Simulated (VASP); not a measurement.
Shape and ions are relaxed at each volume.

Energy against volume of MgB2 (AlB2 type). The numbers are results of optB86b-vdW, VASP's PBE PAW potentials (set 64) (plane waves; VASP), not measurements.

```
V (Å³/atom)  E (eV/atom)
-----------  -----------
8.961           -4.24841
9.247           -4.26229
9.533           -4.26713
9.819           -4.26406
10.105          -4.25409
```

**Question.** Fit a third-order Birch-Murnaghan equation of state.

**Answer.** 
```json
{
  "volume_per_atom": "9.56 Å³/atom",
  "bulk_modulus": "146 GPa",
  "pressure_derivative_of_the_bulk_modulus": "3.50"
}
```

The compound is MgB2 in the AlB2 type structure. It was relaxed first.
